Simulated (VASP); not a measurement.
Level of theory: PBE GGA, VASP's PBE PAW potentials (set 64) (plane waves; VASP 6.6.1).

VASP input:

INCAR:
```
SYSTEM = Ni3Al
PREC = Accurate
ENCUT = 300
EDIFF = 1E-6
NELM = 100
ALGO = Normal
LREAL = .FALSE.
LASPH = .TRUE.
ISMEAR = 1
SIGMA = 0.136
GGA = PE
LMAXMIX = 4
LWAVE = .FALSE.
LCHARG = .FALSE.
ISIF = 3
ISPIN = 2
MAGMOM = 0.0 0.5 0.5 0.5
LORBIT = 11
IBRION = 2
NSW = 50
EDIFFG = -0.01
```

POSCAR:
```
Ni3Al
1
    3.5193060000     0.0000000000     0.0000000000
    0.0000000000     3.5193060000     0.0000000000
    0.0000000000     0.0000000000     3.5193060000
Al Ni
1 3
Direct
  0.0000000000   0.0000000000   0.0000000000
  0.0000000000   0.5000000000   0.5000000000
  0.5000000000   0.0000000000   0.5000000000
  0.5000000000   0.5000000000   0.0000000000
```

KPOINTS:
```
Regular mesh
0
G
 12 12 12
0 0 0
```

POTCAR, in this order: Al Ni (PBE.64 set). Program: vasp_std.

Output of the run:

OSZICAR:
```
       N       E                     dE             d eps       ncg     rms          rms(c)
DAV:   1     0.143836197609E+03    0.14384E+03   -0.10153E+04  7160   0.130E+03
DAV:   2    -0.198578239024E+02   -0.16369E+03   -0.15609E+03  7056   0.295E+02
DAV:   3    -0.259658807150E+02   -0.61081E+01   -0.58304E+01  7908   0.770E+01
DAV:   4    -0.260640838620E+02   -0.98203E-01   -0.97689E-01  8031   0.855E+00
DAV:   5    -0.260670712436E+02   -0.29874E-02   -0.29869E-02  8326   0.147E+00    0.198E+01
DAV:   6    -0.266090692988E+02   -0.54200E+00   -0.62778E+01  7903   0.126E+02    0.201E+01
DAV:   7    -0.219254209665E+02    0.46836E+01   -0.18253E+01  7892   0.668E+01    0.281E+00
DAV:   8    -0.218960858808E+02    0.29335E-01   -0.36860E-01  7532   0.474E+00    0.155E+00
DAV:   9    -0.218753607435E+02    0.20725E-01   -0.41117E-02  8936   0.285E+00    0.731E-01
DAV:  10    -0.218767882581E+02   -0.14275E-02   -0.28906E-03  8803   0.651E-01    0.406E-01
DAV:  11    -0.218769903577E+02   -0.20210E-03   -0.59795E-03  8491   0.124E+00    0.242E-01
DAV:  12    -0.218779404574E+02   -0.95010E-03   -0.88200E-04  8086   0.494E-01    0.657E-02
DAV:  13    -0.218779646794E+02   -0.24222E-04   -0.65548E-05  8247   0.955E-02    0.315E-02
DAV:  14    -0.218779676072E+02   -0.29279E-05   -0.47074E-06  6500   0.236E-02    0.105E-02
DAV:  15    -0.218779682984E+02   -0.69115E-06   -0.91309E-07  4197   0.166E-02
   1 F= -.21877968E+02 E0= -.21878425E+02  d E =-.218780E+02  mag=     0.7274
       N       E                     dE             d eps       ncg     rms          rms(c)
DAV:   1    -0.260651618084E+02   -0.41872E+01   -0.40680E+01  7131   0.987E+01    0.190E+01
DAV:   2    -0.271776506904E+02   -0.11125E+01   -0.58263E+01  8011   0.110E+02    0.175E+01
DAV:   3    -0.218946713645E+02    0.52830E+01   -0.20594E+01  7948   0.694E+01    0.340E+00
DAV:   4    -0.218910916414E+02    0.35797E-02   -0.48027E-01  7177   0.616E+00    0.214E+00
DAV:   5    -0.218647598139E+02    0.26332E-01   -0.29907E-02 10209   0.194E+00    0.926E-01
DAV:   6    -0.218709809995E+02   -0.62212E-02   -0.72440E-03  8403   0.111E+00    0.738E-01
DAV:   7    -0.218777882128E+02   -0.68072E-02   -0.69146E-03  8622   0.128E+00    0.327E-01
DAV:   8    -0.218786645473E+02   -0.87633E-03   -0.31215E-03  8531   0.698E-01    0.136E-01
DAV:   9    -0.218790513846E+02   -0.38684E-03   -0.46328E-04  7384   0.314E-01    0.544E-02
DAV:  10    -0.218790621044E+02   -0.10720E-04   -0.35049E-05  7817   0.701E-02    0.267E-02
DAV:  11    -0.218790660858E+02   -0.39814E-05   -0.28789E-06  6062   0.206E-02    0.735E-03
DAV:  12    -0.218790668095E+02   -0.72368E-06   -0.83439E-07  3764   0.124E-02
   2 F= -.21879067E+02 E0= -.21879409E+02  d E =-.109851E-02  mag=    -0.7559
       N       E                     dE             d eps       ncg     rms          rms(c)
DAV:   1    -0.229621902249E+02   -0.10831E+01   -0.10155E+01  7156   0.466E+01    0.935E+00
DAV:   2    -0.232899814652E+02   -0.32779E+00   -0.15552E+01  7955   0.615E+01    0.101E+01
DAV:   3    -0.219241795149E+02    0.13658E+01   -0.49340E+00  7869   0.347E+01    0.128E+00
DAV:   4    -0.219243620976E+02   -0.18258E-03   -0.88903E-02  7363   0.255E+00    0.876E-01
DAV:   5    -0.219171304016E+02    0.72317E-02   -0.11634E-02  9260   0.131E+00    0.226E-01
DAV:   6    -0.219171658058E+02   -0.35404E-04   -0.74437E-04  7641   0.262E-01    0.125E-01
DAV:   7    -0.219171897586E+02   -0.23953E-04   -0.13513E-04  7986   0.136E-01    0.458E-02
DAV:   8    -0.219171934629E+02   -0.37043E-05   -0.11980E-05  7994   0.383E-02    0.216E-02
DAV:   9    -0.219171935519E+02   -0.88984E-07   -0.28613E-06  5670   0.321E-02
   3 F= -.21917194E+02 E0= -.21917609E+02  d E =-.392253E-01  mag=    -0.7435
```

**OUTCAR**
```
------------------------ aborting loop because EDIFF is reached ----------------------------------------
  FORCE on cell =-STRESS in cart. coord.  units (eV):
  Direction    XX          YY          ZZ          XY          YZ          ZX
  --------------------------------------------------------------------------------------
  Total        0.0263079      0.0263079      0.0263079     -0.0000000     -0.0000000     -0.0000000
  in kB        0.9310071      0.9310071      0.9310071     -0.0000000     -0.0000000     -0.0000000
  external PRESSURE =       0.9310071 kB  Pullay stress =       0.0000000 kB
  volume of cell :       45.27
      direct lattice vectors                 reciprocal lattice vectors
     3.564084019 -0.000000000 -0.000000000     0.280577000  0.000000000  0.000000000
     0.000000000  3.564084019 -0.000000000     0.000000000  0.280577000  0.000000000
    -0.000000000 -0.000000000  3.564084019     0.000000000  0.000000000  0.280577000
 POSITION                                       TOTAL-FORCE (eV/Angst)
 -----------------------------------------------------------------------------------
      0.00000      0.00000      0.00000        -0.000000     -0.000000      0.000000
     -0.00000      1.78204      1.78204         0.000000      0.000000      0.000000
      1.78204     -0.00000      1.78204         0.000000      0.000000      0.000000
      1.78204      1.78204     -0.00000        -0.000000     -0.000000      0.000000
 -----------------------------------------------------------------------------------
    total drift:                               -0.000000      0.000000      0.000000
  FREE ENERGIE OF THE ION-ELECTRON SYSTEM (eV)
  ---------------------------------------------------
  free  energy   TOTEN  =       -21.9171935519 eV

  energy  without entropy=      -21.9184396566  energy(sigma->0) =      -21.91760892

 total charge

# of ion       s       p       d       tot
------------------------------------------
    1        0.409   0.396   0.000   0.805
    2        0.492   0.515   8.366   9.373
    3        0.492   0.515   8.366   9.373
    4        0.492   0.515   8.366   9.373
--------------------------------------------------
tot          1.886   1.940  25.097  28.923

 magnetization (x)

# of ion       s       p       d       tot
------------------------------------------
    1        0.001   0.009   0.000   0.009
    2        0.003   0.011  -0.280  -0.266
    3        0.003   0.011  -0.280  -0.266
    4        0.003   0.011  -0.280  -0.266
--------------------------------------------------
tot          0.011   0.040  -0.841  -0.790

 reached required accuracy - stopping structural energy minimisation
```
(Selected blocks of OUTCAR.)

### CONTCAR
```
Ni3Al
   1.00000000000000
     3.5640840187499618   -0.0000000000000000   -0.0000000000000000
     0.0000000000000000    3.5640840187499618   -0.0000000000000000
    -0.0000000000000000   -0.0000000000000000    3.5640840187499618
  Al              Ni
     1     3
Direct
     0.0000000000000000    0.0000000000000000    0.0000000000000000
     0.0000000000000000    0.5000000000000000    0.5000000000000000
     0.5000000000000000    0.0000000000000000    0.5000000000000000
     0.5000000000000000    0.5000000000000000    0.0000000000000000
```

### OUTCAR
```
 val. band max:        9.4706604740   @ k =   0.3333   0.3333   0.1667

 cond. band min:       9.4800111943   @ k =   0.3333   0.2500   0.0833


 Fermi energy:         9.4716735394

 spin component 1

 k-point     1 :       0.0000    0.0000    0.0000
  band No.  band energies     occupation
      1      -0.5026      1.00000
      2       5.2643      1.00000
      3       6.0020      1.00000
      4       6.0020      1.00000
      5       6.4856      1.00000
      6       6.4856      1.00000
      7       6.4856      1.00000
      8       8.3213      1.00000
      9       8.3213      1.00000
     10       8.3213      1.00000
     11       9.0776      1.00016
     12       9.0776      1.00016
     13       9.4823      0.43398
     14       9.8215     -0.00083
     15       9.8215     -0.00083
     16       9.8215     -0.00083
     17      10.2946     -0.00000
     18      10.2946     -0.00000
     19      10.2946     -0.00000
     20      16.0943      0.00000
     21      16.0943      0.00000

 k-point     2 :       0.0833    0.0000    0.0000
  band No.  band energies     occupation
      1      -0.4180      1.00000
      2       5.2895      1.00000
      3       5.9429      1.00000
      4       6.0565      1.00000
      5       6.4956      1.00000
      6       6.4956      1.00000
      7       6.5071      1.00000
      8       8.2712      1.00000
      9       8.2712      1.00000
     10       8.2979      1.00000
     11       9.0280      1.00002
     12       9.0783      1.00017
     13       9.4506      0.62938
     14       9.5452      0.10823
     15       9.5453      0.10821
     16       9.8216     -0.00083
     17       9.9632     -0.00000
     18      10.6845     -0.00000
     19      10.6845     -0.00000
     20      16.0862      0.00000
     21      16.3429      0.00000

 k-point     3 :       0.1667    0.0000    0.0000
  band No.  band energies     occupation
      1      -0.1660      1.00000
...
```

At this cut-off the stress carries a Pulay error, which pulls relaxed volumes low. Energy and stress use the plane-wave basis of the starting cell.

The structure is a typed Ni3Al crystal. This run relaxes it. Symmetry was kept, so distortions that lower it aren't found. The run is one of a series of settings (EDIFFG = -0.01, IBRION = 2, ISIF = 3, NSW = 50 against the base run), some of them coarse on purpose.
